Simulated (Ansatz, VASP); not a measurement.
# CoPS3: VASP beside Ansatz, part 2 of 2

One calculation is typed for both programs; each brings its own data sets. How far apart do they land? The cell is taken from a series of runs on this material, whose earlier steps may have relaxed, scaled, displaced or heated it; both programs get it as it stands.

VASP 6.6.1 and Ansatz 0.2.0.

So far: Starting point; VASP: relaxation of cell and atoms, PBEsol.

## (3) Ansatz: relaxation of cell and atoms, PBEsol

Level of this step: Ansatz beside VASP: Kohn-Sham DFT, plane waves, PBEsol (Ansatz).

Ansatz runs on its default PAW (the set named soft_2) files.

The same cell, functional, mesh and smearing now go to Ansatz, which takes its cutoff from its data sets.

The input, input.yaml:

```yaml
crystal:
  lattice:
    - [2.8709337341, -4.962189168, 0.0026470499]
    - [2.8709337341, 4.962189168, 0.0026470499]
    - [-1.9138811922, 0.0, 6.1273595926]
  atoms:
    - { symbol: Co, position: [0.3329668668, 0.6670331332, 0.5] }
    - { symbol: Co, position: [0.6670331332, 0.3329668668, 0.5] }
    - { symbol: P, position: [0.0608782033, 0.0608782033, 0.6816099598] }
    - { symbol: P, position: [0.9391217967, 0.9391217967, 0.3183900402] }
    - { symbol: S, position: [0.0734555397, 0.441274063, 0.7189107918] }
    - { symbol: S, position: [0.558725937, 0.9265444603, 0.2810892082] }
    - { symbol: S, position: [0.2954550178, 0.2954550178, 0.2809464656] }
    - { symbol: S, position: [0.7045449822, 0.7045449822, 0.7190535344] }
    - { symbol: S, position: [0.441274063, 0.0734555397, 0.7189107918] }
    - { symbol: S, position: [0.9265444603, 0.558725937, 0.2810892082] }
kpoints:
  mp_grid: { grid: [6, 6, 6] }
hamiltonian:
  xc: pbesol
scf:
  occupations: { method: methfessel_paxton, width: 0.15 }
output:
  forces: true
  stress: true
  eigenvalues: true
relax:
  adjacent_minimum: "off"
  f_tol: 0.001
  max_steps: 60
  cell: { stress_tol: 0.01 }
```

On the command line:

```bash
> ansatz run input.yaml --threads 16 --pin off --max-ram 61440MiB --backend cuda --events-out ev --progress --plain --runs-dir out
```

Numbers of over 12 decimals in the logs are rounded to 6 here.

What it wrote:

```text
Engine: ansatz 0.2.0, aarch64-unknown-linux-gnu
Pseudopotentials: kind: paw
Pseudopotential: Co, paw, valence charge 17, recommended cutoff 420 eV (normal), Co.paw.azcp
Pseudopotential: P, paw, valence charge 5, recommended cutoff 420 eV (normal), P.paw.azcp
Pseudopotential: S, paw, valence charge 6, recommended cutoff 420 eV (normal), S.paw.azcp
Functional definition: PBEsol
  exchange = pbesol_x
  correlation = pbesol_c
device memory: the entry about to start is reckoned to put 8.1 GiB on a device that reports 182.5 GiB free
GPU FFT provider: cuFFT
GPU libraries: cuBLAS 13.8.1, cuFFT 12.4.0, cuSOLVER 12.3.2
GPU matrix products: emulated (plane waves: as basis.precision tells), large ones in fixed point in workspaces of 1.00 GiB
Crystal: 10 atoms, lattice volume = 174.632 Å³
Basis set: ecut = 420 eV, 3417 PW (Γ), exchange–correlation on 80×80×90 points (8 copies of the dense FFT grid, shifted against one another)
Bands: 50, of which v1, the nominal top of the filled ones, is band 40 counted from 1 (39 counted from 0)
Symmetry: 4 space group operations
Space group: C2/m (ITA 12), of the structure as read, at distance tolerance 5.6e-5 Å
k-points: 68 of 216
Non-local potential: Co, projectors of the file, l = 0: 3, l = 1: 2, l = 2: 3, l = 3: 1
Non-local potential: P, projectors of the file, l = 0: 2, l = 1: 2, l = 2: 2
Non-local potential: S, projectors of the file, l = 0: 2, l = 1: 2, l = 2: 2
PAW form: soft (Blöchl's): semilocal exchange-correlation on the pseudo side does not see the compensation charge
PAW frozen core: Co, regenerated for the run's functional, and the local potential with it (the file was generated under x = pbe(κ = 0.804, μ = 0.219515), c = pbe(β = 0.066725))
PAW frozen core: P, regenerated for the run's functional, and the local potential with it (the file was generated under x = pbe(κ = 0.804, μ = 0.219515), c = pbe(β = 0.066725))
PAW frozen core: S, regenerated for the run's functional, and the local potential with it (the file was generated under x = pbe(κ = 0.804, μ = 0.219515), c = pbe(β = 0.066725))
PAW one-centre angular grid: Co, 590 points (default); XC on 64 Gauss nodes
PAW one-centre angular grid: P, 110 points (default); XC on 64 Gauss nodes
PAW one-centre angular grid: S, 110 points (default); XC on 64 Gauss nodes
Initial density: superposition of atomic densities (neutral atoms: chi_scale 0, normalization atom), corrected by the library's trained network
Initial wavefunctions: pseudopotential atomic-orbital guess
GPU buffer pool allocated for 72000 grid points (all kernels)
GPU transforms: local potential and band sums: pruned to the plane-wave sphere, on 40×40×45
Functional: x = pbesol(κ = 0.804, μ = 0.123457), c = pbesol(β = 0.046)
SCF iter   1: F=—  HF=-16978.547130 eV  |F-HF|=—  |Δ(HF+E_count)|=         —  Δρ=1.02e-2  dr2=2.00e-1  ethr=1.77e-3  ⟨swp⟩=10.8  Hψ=18498  notcnv=0
preconditioner: auto → LDOS  [metal: Δε(μ)=0.005 eV  Ē_g=8.212 eV  σ=0.150 eV  W_gap=0.03  n_scr=38 (ndim 8)  ℏωp=22.5 eV  f_vac=0.044  D(μ)=3.95/eV (n_scr^D=20)  β→1.0]
SCF iter   2: F=—  HF=-16978.518987 eV  |F-HF|=—  |Δ(HF+E_count)|=   2.81e-2  S|Δr|=    0.00e0  Δρ=5.15e-3  dr2=6.92e-2  ethr=2.50e-4  ⟨swp⟩=2.0  Hψ=6309  notcnv=0  defer=113
SCF iter   3: F=—  HF=-16978.503121 eV  |F-HF|=—  |Δ(HF+E_count)|=   1.59e-2  S|Δr|=    0.00e0  Δρ=2.56e-3  dr2=1.47e-2  ethr=8.65e-5  ⟨swp⟩=2.0  Hψ=5089  notcnv=0  defer=113
SCF iter   4: F=—  HF=-16978.500737 eV  |F-HF|=—  |Δ(HF+E_count)|=   2.38e-3  S|Δr|=    0.00e0  Δρ=8.62e-4  dr2=1.61e-3  ethr=1.84e-5  ⟨swp⟩=2.0  Hψ=4908  notcnv=0  defer=113
SCF iter   5: F=—  HF=-16978.500629 eV  |F-HF|=—  |Δ(HF+E_count)|=   1.08e-4  S|Δr|=    0.00e0  Δρ=4.56e-4  dr2=2.90e-4  ethr=2.01e-6  ⟨swp⟩=2.3  Hψ=4960  notcnv=0  defer=113
SCF iter   6: F=—  HF=-16978.500119 eV  |F-HF|=—  |Δ(HF+E_count)|=   5.10e-4  S|Δr|=    0.00e0  Δρ=1.30e-4  dr2=1.66e-5  ethr=3.62e-7  ⟨swp⟩=2.0  Hψ=4938  notcnv=0  defer=113
SCF iter   7: F=—  HF=-16978.500707 eV  |F-HF|=—  |Δ(HF+E_count)|=   5.87e-4  S|Δr|=    0.00e0  Δρ=3.38e-5  dr2=1.21e-6  ethr=2.08e-8  ⟨swp⟩=2.6  Hψ=5992  notcnv=0  defer=6
SCF iter   8: F=—  HF=-16978.500707 eV  |F-HF|=—  |Δ(HF+E_count)|=   6.78e-7  S|Δr|=    0.00e0  Δρ=1.07e-5  dr2=1.19e-7  ethr=1.52e-9  ⟨swp⟩=2.8  Hψ=5742  notcnv=0  defer=6
SCF iter   9: F=-16978.500707 eV  HF=-16978.500707 eV  |F-HF|=1.23e-8  |Δ(HF+E_count)|=   5.32e-8  S|Δr|=    0.00e0  Δρ=4.49e-6  dr2=2.66e-8  ethr=1.25e-10  ⟨swp⟩=10.9  Hψ=17227  notcnv=0
SCF 1 converged in 9 iterations: F = -16978.500707 eV  dr2 = 2.66e-8
  greatest PAW one-centre occupation: 1.001 electrons in one spin orbital (limit 2), on the Co atom at site 1 (counted from 0), in its partial waves of l = 1
relax step   1: F+E_penalty+E_count = -16978.50070730 eV  Δ(F+E_penalty+E_count) = +0.000e0 eV  max|allowed force component| = 8.764e-3 eV/Å  Δτ_max = 0.0000 Å  P = -0.003 GPa  Ω = 174.632 Å³  (9 SCF iters, dr2 threshold 1.00e-7 eV, accepted)
[...]
relax step   6: F+E_penalty+E_count = -16978.50079924 eV  Δ(F+E_penalty+E_count) = +2.933e-6 eV  max|allowed force component| = 6.377e-4 eV/Å  Δτ_max = 0.0007 Å  P = +0.001 GPa  Ω = 174.527 Å³  energy of the carried Pulay correction = +2.334e-5 eV  (6 SCF iters, dr2 threshold 1.62e-10 eV, accepted)
[...]
relax step   7: F+E_penalty+E_count = -16978.50077720 eV  Δ(F+E_penalty+E_count) = +2.204e-5 eV  max|allowed force component| = 6.400e-4 eV/Å  Δτ_max = 0.0000 Å  P = +0.001 GPa  Ω = 174.527 Å³  stress off target by 2.91e-3 GPa  SCF on the basis re-selected at this cell (its energy is not comparable with the rows above)  (8 SCF iters)
basis re-selected at this cell: Δ(F+E_penalty+E_count) = +2.204e-5 eV, ΔP = -0.000 GPa vs the last step (what re-selecting the basis moved, of the pressure what is left beyond the Pulay correction that the steps carried, after the strain that the cell walked since its last selection, with what the two solves' SCF thresholds leave and, on support functions, any second-order correction that the steps lacked; it is no m [...]
SCF converged after 8 iterations
Stability not checked: this state was not tested for a lower state beside it, because cold or Methfessel-Paxton smearing, or corrected tetrahedra, fill the levels in a way that the test cannot read (fill_not_monotonic; see scf.lower_state_search)
Free energy (F): -16978.500777 eV
Harris-Foulkes:  -16978.500777 eV  (|F-HF|=0.00e0)
Internal energy: -16978.498100 eV  (E = F + TS)
E sigma→0 (E₀):  -16978.500108 eV
Entropy (-TS):   -0.002678 eV (-0.268 meV/atom)
Fermi energy:    8.732318 eV
--- Per-component energies (eV) ---
  E_band       = -786.006833
  E_kinetic    = 1696.809729
  E_local      = -11623.276582  (includes V_loc(G=0)·N_el)
  E_nonlocal   = 1156.574432
  E_hartree    = 5031.969395
  E_xc         = -1016.734726
  E_vxc        = -1058.053729  (∫ρ·V_xc dr)
  E_paw        = -7579.821056  (= ΣΔE_a)
  E_vpaw       = -1021.999750  (= ΣTr[D̂ρ^β])
  E_aug_tail   = 0.000141  (compensation charges beyond the density's cutoff)
  E_ewald      = -4644.860159
  E_core_change = 0.840726  (= ΣΔE_core)
  E_smearing   = -0.002678  (= −TS)
  E_closure    = -0.000000  (closes the sum)
  Σ components = -16978.500777   (vs F -16978.500777, Δ=0.00e0)
--- Forces (eV/Å), atoms counted from 1 ---
  atom   1  Co     0.00000000    -0.00001067     0.00000000
  atom   2  Co    -0.00000000     0.00001067    -0.00000000
  atom   3  P      0.00053345     0.00000000     0.00017257
  atom   4  P     -0.00053345     0.00000000    -0.00017257
  atom   5  S      0.00014393    -0.00007120     0.00026591
  atom   6  S     -0.00014393    -0.00007120    -0.00026591
  atom   7  S      0.00064000     0.00000000    -0.00029329
  atom   8  S     -0.00064000     0.00000000     0.00029329
  atom   9  S      0.00014393     0.00007120     0.00026591
  atom  10  S     -0.00014393     0.00007120    -0.00026591
  max |Σ_I F_I| component: 1.08e-19 eV/Å
--- Stress (GPa, compression-positive) ---
        0.000846      -0.000000       0.001677
       -0.000000       0.000840      -0.000000
        0.001677      -0.000000       0.001548
  P = ⅓ Tr σ = 0.0011 GPa (0.011 kbar)
--- Band table (eV; the first three rows and the last of 68) ---
  k-point 0: bands = [... 36 lower, 7.2922, 7.3099, 7.4583, 8.8519, 9.0124, 9.3576, 9.5996, 9.6569, ... 6 higher]
  k-point 1: bands = [... 36 lower, 7.2980, 7.3011, 7.6207, 8.9059, 8.9719, 9.4409, 9.6161, 9.6487, ... 6 higher]
  k-point 2: bands = [... 36 lower, 7.2917, 7.3057, 7.7263, 8.8938, 9.0095, 9.5096, 9.6303, 9.6672, ... 6 higher]
  k-point 67: bands = [... 36 lower, 7.2186, 7.5627, 7.6395, 8.2626, 8.7967, 9.2844, 9.4371, 9.8128, ... 6 higher]
--- Relaxed structure (6 steps of the walk, 6 accepted, 1 SCFs on fresh bases) ---
  F+E_penalty+E_count = -16978.50077720 eV   max|allowed force component| = 6.400e-4 eV/Å   (the final SCF, on the basis selected at the relaxed cell)
  cell:  # Å, volume = 174.5268 Å³
    - [2.871044, -4.963554, 0.00781215]
    - [2.871044, 4.963554, 0.00781215]
    - [-1.902923, -3.15768707759953e-19, 6.118320]
  atoms:
    - { symbol: Co, position: [0.332958, 0.667042, 0.5] }
    - { symbol: Co, position: [0.667042, 0.332958, 0.5] }
    - { symbol: P, position: [0.060227, 0.060227, 0.681884] }
    - { symbol: P, position: [0.939773, 0.939773, 0.318116] }
    - { symbol: S, position: [0.072586, 0.440548, 0.718950] }
    - { symbol: S, position: [0.559452, 0.927414, 0.281050] }
    - { symbol: S, position: [0.296518, 0.296518, 0.280892] }
    - { symbol: S, position: [0.703482, 0.703482, 0.719108] }
    - { symbol: S, position: [0.440548, 0.072586, 0.718950] }
    - { symbol: S, position: [0.927414, 0.559452, 0.281050] }
```

## (4) Comparison

Known differences besides the potentials themselves: the data sets hold 80 valence electrons in Ansatz (on its default PAW (the set named soft_2) files) and 64 in VASP; the cutoff is 420 eV in Ansatz and 600 eV in VASP; Ansatz makes its cores anew for this functional, VASP keeps those of its PBE data sets; Ansatz adds a Pulay correction to the stress that steers its cell, VASP none. Total energies have different zeros and are not compared.

The two programs side by side:

| quantity | Ansatz | VASP | difference |
| --- | --- | --- | --- |
| volume (Å³) | 174.53 | 174.36 | +0.09 % |
| edge a after relaxation, in the typed setting (Å) | 5.734 | 5.723 | +0.19 % |
| edge c after relaxation, in the typed setting (Å) | 6.407 | 6.430 | -0.35 % |

## (5) What came out

| Quantity | Value |
| --- | --- |
| difference in edge c after relaxation, in the typed setting (relaxation of cell and atoms, PBEsol) | -0.35 % |

In words: The difference in edge c after relaxation, in the typed setting is -0.35 % (relaxation of cell and atoms, PBEsol), within the 1.2 % picked in this series as the mark of a large difference, as far as the stopping tolerances let one tell. The data sets hold unlike numbers of valence electrons (80 in Ansatz and 64 in VASP), so part of the differences comes from the potentials. 1 further run of this series is not shown here. Such differences can come from data sets, numerical settings and the points named under the comparisons, not from the functional's error against experiment.

[Lines on the potential files, build, host, timing and source positions are cut from VASP's logs without a mark.]

[Logs are printed without paths, hosts, clocks, repeated set-up lines and the standing remarks that a program may print on its own settings, such as how far it seeks lower states.]

[Hosts, paths, dates, database ids (printed as entryN), source tags and the programs' standing remarks are cut or masked in the printed files.]
